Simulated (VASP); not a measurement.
```
BaZrO3
1.0
    4.19000     0.00000     0.00000
    0.00000     4.19000     0.00000
    0.00000     0.00000     4.19000
Ba Zr O
1 1 3
Direct
  0.00000   0.00000   0.00000
  0.50000   0.50000   0.50000
  0.50000   0.00000   0.50000
  0.00000   0.50000   0.50000
  0.50000   0.50000   0.00000
```

The numbers are results of PBEsol GGA, VASP's PBE PAW potentials (set 64) (plane waves; VASP 6.6.1), not measurements. Run with 520 eV cut-off, 7×7×7 Γ-centred mesh, Gaussian smearing of 0.010 eV, potentials Ba_sv Zr_sv O.

**Question.** Give the direction-averaged independent-particle dielectric function (no local fields, no excitons; a broadening of 0.1 eV leaves a tail below the gap, and fine structure carries the noise of the k-mesh).

**Answer.** 
```csv
ħω (eV),ε₁,ε₂
0.00,5.07,0.00
0.30,5.08,0.00
0.60,5.10,0.00
0.90,5.14,0.00
1.20,5.19,0.00
1.50,5.26,0.00
1.80,5.36,0.00
2.10,5.48,0.00
2.40,5.64,0.00
2.70,5.84,0.00
3.00,6.13,0.00
3.30,6.56,0.13
3.60,6.81,0.00
3.90,7.36,0.33
4.20,7.79,0.17
4.50,8.27,3.02
4.80,7.51,6.07
5.10,6.15,2.43
5.40,7.96,3.38
5.70,6.76,8.98
6.00,6.41,9.66
6.30,2.46,5.78
6.60,1.19,4.53
6.90,2.58,1.98
7.20,3.63,3.35
7.50,4.54,3.69
7.80,3.88,9.83
8.10,1.84,4.05
8.40,2.00,6.42
8.70,1.79,3.52
9.00,3.43,6.45
9.30,1.87,7.67
```
ε₂ peaks at 4.9 eV (height 6.4), 5.7 eV (height 9.0), 6.2 eV (height 12.5), 7.8 eV (height 9.8), 8.2 eV (height 7.8); ε₁(0) averages 5.07, so the electronic refractive index below the gap tends to √5.07 = 2.25.

The compound is BaZrO3 in the cubic perovskite structure. The cell was not relaxed at this level.
